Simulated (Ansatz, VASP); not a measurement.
# One calculation of Al3Pd, two programs

INCAR

```
SYSTEM = Al3Pd
  ALGO = Normal
  EDIFF = 1E-7
  ENCUT = 520
  GGA = PS
  ISIF = 2
  ISMEAR = -1
  LASPH = .TRUE.
  LCHARG = .FALSE.
  LREAL = .FALSE.
  LWAVE = .FALSE.
  NBANDS = 18
  NELM = 100
  PREC = Accurate
  SIGMA = 0.05
```

File KPOINTS:

```
k-points
0
G
  7 7 7
  0 0 0
```

POSCAR

```
Al3Pd
1.0
    4.0243200449      0.0000000000      0.0000000000
    0.0000000000      4.0243200449      0.0000000000
    0.0000000000      0.0000000000      4.0243200449
Pd Al
1 3
Direct
    0.0000000000      0.0000000000      0.0000000000
    0.5000000000      0.5000000000      0.0000000000
    0.5000000000      0.0000000000      0.5000000000
    0.0000000000      0.5000000000      0.5000000000
```

input.yaml

```yaml
crystal:
  lattice:
    - [4.0243200449, 0.0, 0.0]
    - [0.0, 4.0243200449, 0.0]
    - [0.0, 0.0, 4.0243200449]
  atoms:
    - { symbol: Pd, position: [0.0, 0.0, 0.0] }
    - { symbol: Al, position: [0.5, 0.5, 0.0] }
    - { symbol: Al, position: [0.5, 0.0, 0.5] }
    - { symbol: Al, position: [0.0, 0.5, 0.5] }
hamiltonian:
  xc: pbesol
  pseudopotentials: { kind: paw }
kpoints:
  mp_grid: { grid: [7, 7, 7] }
scf:
  occupations: { method: fermi_dirac, width: 0.05 }
output:
  forces: true
  stress: true
  eigenvalues: true
  write_density: true
  write_potential: true
  elf: true
  volumetric_format: npy
```

Change from the starting cell: volume scaled by 1.06.

Alike in both runs: task single point; functional PBEsol; k mesh 7 × 7 × 7; occupations fermi-dirac, width 0.05 eV; no spin polarisation.

```csv
,VASP,Ansatz
version,VASP 6.6.1,Ansatz 0.2.0
potentials or method,"VASP PAW PBE potentials, release 64 (Pd, Al)",Ansatz PAW
plane-wave cutoff (eV),520,420
valence electrons in the cell,19,27
```

|  | VASP | Ansatz | Ansatz less VASP |
| --- | --- | --- | --- |
| gap on the k mesh at the Fermi level (eV) | none | none | - |
| pressure (GPa) | -7.4 | -7.4 | -0.03 |

A gap of «none» marks a metal or a gap that the smearing closes. The two sets of potentials don't hold the same shells in valence.

Caveats: the PAW data sets were made with another functional, which shifts forces and pressure a little (VASP); the PAW data sets come from PBE, with cores solved anew for the run's functional, which leaves a small shift of forces and pressure (Ansatz).
